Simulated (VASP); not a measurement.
C:

```
CELL_PARAMETERS angstrom
2.49000 0.00000 0.00000
-1.24500 2.15640 0.00000
0.00000 0.00000 4.14400
ATOMIC_POSITIONS crystal
C 0.33333 0.66667 0.56300
C 0.66667 0.33333 0.06300
C 0.33333 0.66667 0.93700
C 0.66667 0.33333 0.43700
```

* Program: VASP 6.6.1
* Task: relaxation of cell and atoms
* Functional: PBE
* Potentials or basis: VASP PAW PBE potentials, release 64 (C)
* Cutoff: 520 eV
* k mesh: 16 × 16 × 8
* Occupations: gaussian, width 0.1 eV
* Spin: no spin polarisation

At the start: pressure 12.5 GPa; volume 5.56 Å³/atom.

Task: Where does the relaxation end?

Result: Over 4 steps the energy falls by 6.0 meV/atom and the volume is 5.72 Å³/atom (+2.8 %); space group P6_3/mmc (No. 194, to 0.05 Å).

Step by step:
```tsv
step	energy change (eV)	largest force (eV/Å)	pressure (GPa)	volume (Å³)
1	0.0000	0.0485	12.54	22.25
2	0.0130	0.0443	-14.13	23.68
3	-0.0239	0.0016	-0.08	22.88
4	-0.0239	0.0024	0.16	22.86
```

Final structure:
```cif
data_structure
_symmetry_space_group_name_H-M 'P 1'
_symmetry_Int_Tables_number 1
_cell_length_a 2.5125
_cell_length_b 2.5125
_cell_length_c 4.1824
_cell_angle_alpha 90.000
_cell_angle_beta 90.000
_cell_angle_gamma 120.000
_cell_volume 22.86
loop_
_atom_site_label
_atom_site_type_symbol
_atom_site_fract_x
_atom_site_fract_y
_atom_site_fract_z
_atom_site_occupancy
C1 C 0.33333 0.66667 0.56275 1
C2 C 0.66667 0.33333 0.06275 1
C3 C 0.33333 0.66667 0.93725 1
C4 C 0.66667 0.33333 0.43725 1
```
